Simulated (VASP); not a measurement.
Calculation: optB88-vdW, VASP's PBE PAW potentials (set 64) (plane waves; VASP).

Input for VASP

### KPOINTS
```
Automatic mesh
0
Gamma
6 6 6
0 0 0
```

### POSCAR
```
SrTiO3
1
    3.9259010364     0.0000000000     0.0000000000
    0.0000000000     3.9259010364     0.0000000000
    0.0000000000     0.0000000000     3.9259010364
Sr Ti O
1 1 3
Direct
  0.0000000000   0.0000000000   0.0000000000
  0.5000000000   0.5000000000   0.5000000000
  0.5000000000   0.0000000000   0.5000000000
  0.0000000000   0.5000000000   0.5000000000
  0.5000000000   0.5000000000   0.0000000000
```

### INCAR
```
! general
SYSTEM    =  SrTiO3
PREC      =  Accurate
ENCUT     =  520
LREAL     =  F   ! projection in real space or not
LASPH     =  T

! electronic loop
EDIFF     =  1E-7
NELM      =  100
ALGO      =  Normal   ! blocked Davidson
LMAXMIX   =  4

! smearing
ISMEAR    =  -5   ! tetrahedra, Bloechl

! functional
GGA       =  BO
LUSE_VDW  =  T
AGGAC     =  0.0
PARAM1    =  0.1833333333
PARAM2    =  0.22

! ions
ISIF      =  2   ! forces and stress, cell fixed

! output
LWAVE     =  F
LCHARG    =  T
LORBIT    =  11   ! lm-projected
NEDOS     =  601

! other
LEFG      =  T
```

POTCAR, in this order: Sr_sv Ti_sv O (PBE.64 set). Program: vasp_std.

Task: Estimate the energy per atom (σ→0), band gap (on the k-mesh).

Result: 
```
Quantity                           Value
------------------------  --------------
energy per atom (σ→0)     -6.178 eV/atom
band gap (on the k-mesh)         1.83 eV
```

OSZICAR:
```
...
DAV:  11    -0.308925292189E+02    0.61397E-02   -0.49017E-02  1472   0.181E+00    0.149E-01
DAV:  12    -0.308924306988E+02    0.98520E-04   -0.17725E-03  1168   0.449E-01    0.899E-02
DAV:  13    -0.308923799813E+02    0.50717E-04   -0.99384E-04  1376   0.305E-01    0.322E-02
DAV:  14    -0.308923759710E+02    0.40103E-05   -0.16795E-04  1200   0.121E-01    0.207E-02
DAV:  15    -0.308923747081E+02    0.12629E-05   -0.80438E-06  1296   0.256E-02    0.122E-02
DAV:  16    -0.308923733956E+02    0.13125E-05   -0.10310E-05  1232   0.351E-02    0.193E-03
DAV:  17    -0.308923733994E+02   -0.37612E-08   -0.62143E-07  1152   0.663E-03
   1 F= -.30892373E+02 E0= -.30892373E+02  d E =0.000000E+00
```

The compound is SrTiO3 in the cubic perovskite structure, the ideal cubic form; the compound distorts at low or room temperature. It was relaxed first.
